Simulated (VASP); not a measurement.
OSZICAR of a VASP run on PtSe2 (1T layered):

**OSZICAR**
```
       N       E                     dE             d eps       ncg     rms          rms(c)
DAV:   1     0.484765469559E+02    0.48477E+02   -0.10575E+04  1908   0.133E+03
DAV:   2    -0.818862670711E+02   -0.13036E+03   -0.12755E+03  2350   0.244E+02
DAV:   3    -0.869236296745E+02   -0.50374E+01   -0.49617E+01  2385   0.513E+01
DAV:   4    -0.869585042555E+02   -0.34875E-01   -0.34870E-01  2217   0.465E+00
DAV:   5    -0.869589206424E+02   -0.41639E-03   -0.41638E-03  2427   0.478E-01    0.151E+01
DAV:   6    -0.817560873860E+02    0.52028E+01   -0.82486E+00  1951   0.302E+01    0.986E+00
DAV:   7    -0.808851461435E+02    0.87094E+00   -0.14711E+00  1944   0.134E+01    0.465E+00
DAV:   8    -0.808746960508E+02    0.10450E-01   -0.16630E-01  2196   0.328E+00    0.123E+00
DAV:   9    -0.809068905787E+02   -0.32195E-01   -0.57410E-02  1993   0.248E+00    0.196E-01
DAV:  10    -0.809128470277E+02   -0.59564E-02   -0.85268E-03  2042   0.908E-01    0.148E-01
DAV:  11    -0.809125000424E+02    0.34699E-03   -0.11397E-03  2056   0.419E-01    0.119E-01
DAV:  12    -0.809121715546E+02    0.32849E-03   -0.19443E-03  1888   0.541E-01    0.812E-02
DAV:  13    -0.809133919862E+02   -0.12204E-02   -0.42913E-04  1937   0.271E-01    0.241E-02
DAV:  14    -0.809134004285E+02   -0.84423E-05   -0.67759E-05  2168   0.675E-02    0.144E-02
DAV:  15    -0.809134429079E+02   -0.42479E-04   -0.20939E-05  1916   0.463E-02    0.480E-03
DAV:  16    -0.809134428464E+02    0.61523E-07   -0.12387E-06  2301   0.984E-03    0.284E-03
DAV:  17    -0.809134455629E+02   -0.27165E-05   -0.15622E-06  1916   0.140E-02    0.104E-03
DAV:  18    -0.809134453898E+02    0.17309E-06   -0.63468E-08  1378   0.272E-03    0.373E-04
DAV:  19    -0.809134454886E+02   -0.98762E-07   -0.85936E-09   972   0.108E-03
   1 F= -.80913445E+02 E0= -.80913711E+02  d E =-.809134E+02
       N       E                     dE             d eps       ncg     rms          rms(c)
DAV:   1    -0.809549925948E+02   -0.41547E-01   -0.47636E+00  1860   0.139E+01    0.112E+00
DAV:   2    -0.809679382122E+02   -0.12946E-01   -0.16490E-01  2126   0.287E+00    0.536E-01
DAV:   3    -0.809669286505E+02    0.10096E-02   -0.95216E-03  2205   0.768E-01    0.248E-01
DAV:   4    -0.809668419943E+02    0.86656E-04   -0.45738E-03  1979   0.559E-01    0.114E-01
DAV:   5    -0.809680779385E+02   -0.12359E-02   -0.10846E-03  2035   0.299E-01    0.507E-02
DAV:   6    -0.809680870438E+02   -0.91053E-05   -0.82972E-05  2231   0.762E-02    0.160E-02
DAV:   7    -0.809680957435E+02   -0.86997E-05   -0.22220E-05  1944   0.404E-02    0.327E-03
DAV:   8    -0.809681007039E+02   -0.49604E-05   -0.59034E-06  1965   0.205E-02    0.237E-03
DAV:   9    -0.809681013377E+02   -0.63380E-06   -0.78096E-07  2077   0.874E-03    0.107E-03
DAV:  10    -0.809681014339E+02   -0.96190E-07   -0.16854E-07  1518   0.446E-03
   2 F= -.80968101E+02 E0= -.80968389E+02  d E =-.546559E-01
       N       E                     dE             d eps       ncg     rms          rms(c)
DAV:   1    -0.809674106788E+02    0.69066E-03   -0.46861E+00  1860   0.138E+01    0.103E+00
DAV:   2    -0.809818142174E+02   -0.14404E-01   -0.16575E-01  2175   0.280E+00    0.482E-01
DAV:   3    -0.809810755032E+02    0.73871E-03   -0.84556E-03  2121   0.743E-01    0.220E-01
DAV:   4    -0.809814388200E+02   -0.36332E-03   -0.35645E-03  2000   0.528E-01    0.133E-01
DAV:   5    -0.809819863601E+02   -0.54754E-03   -0.58459E-04  2091   0.230E-01    0.546E-02
DAV:   6    -0.809819904946E+02   -0.41345E-05   -0.12028E-04  2147   0.868E-02    0.138E-02
DAV:   7    -0.809820094348E+02   -0.18940E-04   -0.28349E-05  1972   0.441E-02    0.364E-03
DAV:   8    -0.809820121459E+02   -0.27111E-05   -0.48049E-06  1979   0.190E-02    0.251E-03
DAV:   9    -0.809820129856E+02   -0.83972E-06   -0.10687E-06  2042   0.985E-03    0.895E-04
DAV:  10    -0.809820130911E+02   -0.10547E-06   -0.30900E-07  1675   0.582E-03    0.328E-04
DAV:  11    -0.809820132914E+02   -0.20036E-06   -0.30977E-08   979   0.188E-03    0.139E-04
DAV:  12    -0.809820132558E+02    0.35657E-07   -0.21716E-09   958   0.494E-04
   3 F= -.80982013E+02 E0= -.80982095E+02  d E =-.685678E-01
       N       E                     dE             d eps       ncg     rms          rms(c)
DAV:   1    -0.809820524947E+02   -0.39203E-04   -0.82940E-02  1860   0.186E+00    0.135E-01
DAV:   2    -0.809823521527E+02   -0.29966E-03   -0.29153E-03  2231   0.372E-01    0.623E-02
DAV:   3    -0.809823450562E+02    0.70964E-05   -0.14261E-04  2112   0.976E-02    0.271E-02
DAV:   4    -0.809823543391E+02   -0.92829E-05   -0.57370E-05  1986   0.669E-02    0.156E-02
DAV:   5    -0.809823648423E+02   -0.10503E-04   -0.10276E-05  2098   0.307E-02    0.638E-03
DAV:   6    -0.809823650456E+02   -0.20324E-06   -0.17118E-06  2161   0.104E-02    0.178E-03
DAV:   7    -0.809823653443E+02   -0.29876E-06   -0.47048E-07  1944   0.572E-03    0.485E-04
DAV:   8    -0.809823653909E+02   -0.46623E-07   -0.10266E-07  1406   0.285E-03
   4 F= -.80982365E+02 E0= -.80982442E+02  d E =-.689199E-01
       N       E                     dE             d eps       ncg     rms          rms(c)
DAV:   1    -0.810014920965E+02   -0.19127E-01   -0.10128E+00  1909   0.740E+00    0.646E-01
DAV:   2    -0.809891217201E+02    0.12370E-01   -0.35628E-02  2007   0.160E+00    0.325E-01
DAV:   3    -0.809893507861E+02   -0.22907E-03   -0.68032E-03  2175   0.740E-01    0.175E-01
DAV:   4    -0.809891464634E+02    0.20432E-03   -0.17005E-03  2084   0.334E-01    0.753E-02
DAV:   5    -0.809891953673E+02   -0.48904E-04   -0.24710E-04  2154   0.129E-01    0.323E-02
DAV:   6    -0.809891930585E+02    0.23088E-05   -0.13327E-04  2042   0.997E-02    0.127E-02
DAV:   7    -0.809892492174E+02   -0.56159E-04   -0.44852E-05  1930   0.602E-02    0.470E-03
DAV:   8    -0.809892512417E+02   -0.20243E-05   -0.35751E-06  1979   0.208E-02    0.158E-03
DAV:   9    -0.809892531533E+02   -0.19116E-05   -0.91085E-07  2063   0.105E-02    0.788E-04
DAV:  10    -0.809892527676E+02    0.38564E-06   -0.20002E-07  1763   0.455E-03    0.297E-04
DAV:  11    -0.809892531322E+02   -0.36459E-06   -0.30930E-08  1028   0.192E-03    0.123E-04
DAV:  12    -0.809892529183E+02    0.21394E-06   -0.10912E-08   951   0.112E-03    0.498E-05
DAV:  13    -0.809892529653E+02   -0.46999E-07   -0.76107E-10   944   0.257E-04
   5 F= -.80989253E+02 E0= -.80989353E+02  d E =-.688757E-02
       N       E                     dE             d eps       ncg     rms          rms(c)
DAV:   1    -0.809977706133E+02   -0.85177E-02   -0.56932E-01  1888   0.555E+00    0.487E-01
DAV:   2    -0.809907401166E+02    0.70305E-02   -0.20035E-02  2000   0.120E+00    0.242E-01
DAV:   3    -0.809908705309E+02   -0.13041E-03   -0.38465E-03  2175   0.546E-01    0.129E-01
DAV:   4    -0.809907554464E+02    0.11508E-03   -0.92593E-04  2084   0.246E-01    0.544E-02
DAV:   5    -0.809907875125E+02   -0.32066E-04   -0.13852E-04  2119   0.982E-02    0.242E-02
DAV:   6    -0.809907850180E+02    0.24945E-05   -0.74759E-05  1958   0.757E-02    0.940E-03
DAV:   7    -0.809908191187E+02   -0.34101E-04   -0.25058E-05  1902   0.459E-02    0.360E-03
DAV:   8    -0.809908198716E+02   -0.75286E-06   -0.21102E-06  1993   0.160E-02    0.115E-03
DAV:   9    -0.809908212735E+02   -0.14019E-05   -0.58643E-07  2028   0.831E-03    0.573E-04
DAV:  10    -0.809908209532E+02    0.32031E-06   -0.11874E-07  1483   0.347E-03    0.223E-04
DAV:  11    -0.809908212121E+02   -0.25891E-06   -0.15752E-08   944   0.131E-03    0.849E-05
DAV:  12    -0.809908210486E+02    0.16350E-06   -0.61407E-09   951   0.829E-04    0.357E-05
DAV:  13    -0.809908210863E+02   -0.37747E-07   -0.43859E-10   944   0.190E-04
   6 F= -.80990821E+02 E0= -.80990950E+02  d E =-.845570E-02
```

Which electronic solver shows in the log?

It is blocked Davidson (ALGO = Normal, or the opening steps of other solvers). The INCAR had ALGO = Normal.

Can the final energy be trusted as converged?

The run converged. It stopped with EDIFF = 1E-7, NELM = 100, NSW = 30 and EDIFFG = -0.01 after 6 ionic steps (r2SCAN+rVV10, plane waves, VASP's PBE PAW potentials (set 64)).

The compound is PtSe2 in the 1T layered structure. This cell is one point of a volume scan, at 0.94 of the reference volume. Symmetry was kept, so distortions that lower it aren't found.
